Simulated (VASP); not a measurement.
The system is Si.

```
Si
1.0
     0.00000    2.72000    2.72000
     2.72000    0.00000    2.72000
     2.72000    2.72000    0.00000
Si
2
Cartesian
  0.0000 0.0000 0.0000
  1.3600 1.3600 1.3600
```

The cell was built by a generator and needn't be a form met in nature.

- Program: VASP 6.6.1
- Task: relaxation of cell and atoms
- Functional: LDA
- Potentials or basis: VASP PAW LDA potentials, release 64 (Si)
- Cutoff: 600 eV
- k mesh: 10 × 10 × 10
- Occupations: gaussian, width 0.02 eV
- Spin: no spin polarisation

At the start: pressure -1.9 GPa; volume 20.12 Å³/atom.

How do energy, volume and symmetry change on relaxing?

Over 3 steps the energy falls by 2.5 meV/atom and the volume is 19.72 Å³/atom (-2.0 %); space group Fd-3m (No. 227, to 0.05 Å).

Step by step:
| step | energy change (eV) | largest force (eV/Å) | pressure (GPa) | volume (Å³) |
| --- | --- | --- | --- | --- |
| 1 | 0.0000 | 0.0000 | -1.90 | 40.25 |
| 2 | -0.0025 | 0.0000 | 1.41 | 38.88 |
| 3 | -0.0049 | 0.0000 | 0.00 | 39.43 |

Final structure:
```cif
data_structure
_symmetry_space_group_name_H-M 'P 1'
_symmetry_Int_Tables_number 1
_cell_length_a 3.8205
_cell_length_b 3.8205
_cell_length_c 3.8205
_cell_angle_alpha 60.000
_cell_angle_beta 60.000
_cell_angle_gamma 60.000
_cell_volume 39.43
loop_
_atom_site_label
_atom_site_type_symbol
_atom_site_fract_x
_atom_site_fract_y
_atom_site_fract_z
_atom_site_occupancy
Si1 Si 0.00000 0.00000 0.00000 1
Si2 Si 0.25000 0.25000 0.25000 1
```
